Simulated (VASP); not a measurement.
These are TPSS meta-GGA, VASP's PBE PAW potentials (set 64) (plane waves; VASP) values and carry that method's errors.

VASP input:

### KPOINTS
```
Automatic mesh
0
Gamma
1 1 1
0 0 0
```

POSCAR:
```
Ga atom
1
   12.0000000000     0.0000000000     0.0000000000
    0.0000000000    12.5000000000     0.0000000000
    0.0000000000     0.0000000000    13.0000000000
Ga
1
Direct
  0.0000000000   0.0000000000   0.0000000000
```

### INCAR
```
# general
SYSTEM  = Ga atom
PREC    = Normal
ENCUT   = 520   # plane-wave cut-off (eV)
LREAL   = .FALSE.
LASPH   = .TRUE.   # aspherical one-centre terms
ISYM    = 0

# electronic loop
EDIFF   = 1E-6
NELM    = 200
ALGO    = All
LMAXMIX = 4   # l cut-off of mixed one-centre charges
LMIXTAU = .TRUE.

# smearing
ISMEAR  = 0   # Gaussian
SIGMA   = 0.01   # width (eV)

# functional
METAGGA = TPSS

# spin
ISPIN   = 2   # spin-polarised
MAGMOM  = 1
NUPDOWN = 1

# output
LWAVE   = .FALSE.
LCHARG  = .FALSE.
LORBIT  = 10
```

POTCAR, in this order: Ga_d (PBE.64 set). Program: vasp_gam. Read from the step before: WAVECAR.

Output

**OSZICAR**
```
       N       E                     dE             d eps       ncg     rms           ort
SDA:   1    -0.808743796294E+01   -0.80874E+01    0.00000E+00    11   0.599E-01   0.000E+00
CGA:   2    -0.810320474612E+01   -0.15767E-01   -0.15769E-01    11   0.308E-01   0.166E-04
CGA:   3    -0.810986379169E+01   -0.66590E-02   -0.66602E-02    11   0.834E-02  -0.157E-03
CGA:   4    -0.811142308921E+01   -0.15593E-02   -0.15610E-02    11   0.194E-02   0.918E-04
CGA:   5    -0.811192819276E+01   -0.50510E-03   -0.50635E-03    11   0.230E-03  -0.240E-04
CGA:   6    -0.811200979893E+01   -0.81606E-04   -0.81713E-04    11   0.755E-04  -0.696E-06
CGA:   7    -0.811202888978E+01   -0.19091E-04   -0.18927E-04    11   0.210E-04   0.634E-05
SDA:   8    -0.811203573906E+01   -0.68493E-05   -0.78349E-05    11   0.132E-04  -0.853E-05
SDA:   9    -0.811203704216E+01   -0.13031E-05   -0.17017E-05    11   0.205E-05   0.360E-05
SDA:  10    -0.811203769241E+01   -0.65024E-06   -0.60519E-06    11   0.766E-06   0.676E-06
CGA:  11    -0.811203883811E+01   -0.11457E-05   -0.11414E-05    11   0.256E-05  -0.704E-07
SDA:  12    -0.811203977306E+01   -0.93495E-06   -0.89210E-06    11   0.182E-05   0.940E-06
SDA:  13    -0.811204080670E+01   -0.10336E-05   -0.14143E-05    11   0.337E-05  -0.877E-06
CGA:  14    -0.811204129581E+01   -0.48911E-06   -0.64792E-06    11   0.666E-06   0.820E-06
   1 F= -.81120413E+01 E0= -.81120413E+01  d E =-.213124E-13  mag=     1.0000
```

### OUTCAR
```
------------------------ aborting loop because EDIFF is reached ----------------------------------------
  FORCE on cell =-STRESS in cart. coord.  units (eV):
  Direction    XX          YY          ZZ          XY          YZ          ZX
  --------------------------------------------------------------------------------------
  Total        0.0044999      0.0102903     -0.0116767      0.0015172      0.0006815     -0.0020563
  in kB        0.0036973      0.0084548     -0.0095940      0.0012465      0.0005600     -0.0016895
  external PRESSURE =       0.0008527 kB  Pullay stress =       0.0000000 kB
  volume of cell :     1950.00
      direct lattice vectors                 reciprocal lattice vectors
    12.000000000  0.000000000  0.000000000     0.083333333  0.000000000  0.000000000
     0.000000000 12.500000000  0.000000000     0.000000000  0.080000000  0.000000000
     0.000000000  0.000000000 13.000000000     0.000000000  0.000000000  0.076923077
 POSITION                                       TOTAL-FORCE (eV/Angst)
 -----------------------------------------------------------------------------------
      0.00000      0.00000      0.00000         0.000001     -0.000001      0.000002
 -----------------------------------------------------------------------------------
    total drift:                                0.000001     -0.000001      0.000002
  FREE ENERGIE OF THE ION-ELECTRON SYSTEM (eV)
  ---------------------------------------------------
  free  energy   TOTEN  =        -8.1120412958 eV

  energy  without entropy=       -8.1120412958  energy(sigma->0) =       -8.11204130

 total charge

# of ion       s       p       d       tot
------------------------------------------
    1        1.177   0.283   9.918  11.379

 magnetization (x)

# of ion       s       p       d       tot
------------------------------------------
    1       -0.005   0.283  -0.003   0.275
```
(Selected blocks of OUTCAR.)

The atom may not be in its lowest state.

The cell is a free atom in a box.
